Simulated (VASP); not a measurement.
Crystal: InGaO.

```
In Ga O
1.0
     3.83532    0.00000    0.00000
     0.00000    3.83532    0.00000
     0.00000    0.00000    3.99209
In Ga O
1 1 1
Direct
  0.00000 0.00000 0.00000
  0.50000 0.50000 0.00000
  0.50000 0.50000 0.50000
```

The cell was built by a generator and needn't be a form met in nature.

```yaml
Program: VASP 6.6.1
Task: relaxation of cell and atoms
Functional: PBE
Potentials_or_basis: VASP PAW PBE potentials, release 64 (In_d, Ga_d, O)
Cutoff: 520 eV
k_mesh: 4 × 4 × 4
Occupations: gaussian, width 0.15 eV
Spin: no spin polarisation
```

At the start: pressure 2.9 GPa; volume 19.57 Å³/atom.

Where does the relaxation end?

Over 7 steps the energy falls by 76.4 meV/atom and the volume is 21.55 Å³/atom (+10.1 %); space group P4/mmm (No. 123, to 0.05 Å).

The path:
```
step  energy change (eV)  largest force (eV/Å)  pressure (GPa)  volume (Å³)
   1              0.0000                0.0000            2.89        58.72
   2             -0.2047                0.0000            1.64        61.63
   3             -0.2189                0.0000            2.07        62.60
   4             -0.2184                0.0000            1.68        62.94
   5             -0.2188                0.0000            1.78        62.82
   6             -0.2276                0.0000           -1.02        65.46
   7             -0.2293                0.0000            0.24        64.65
```

Final structure:
```yaml
crystal:
  lattice:
    - [4.11729, 0.00000, 0.00000]
    - [0.00000, 4.11729, 0.00000]
    - [0.00000, 0.00000, 3.81356]
  atoms:
    - { symbol: In, position: [0.00000, 0.00000, 0.00000] }
    - { symbol: Ga, position: [0.50000, 0.50000, 0.00000] }
    - { symbol: O, position: [0.50000, 0.50000, 0.50000] }
```

Caveat: the k mesh is coarse (spacing up to 0.41 Å⁻¹), so the values aren't converged.
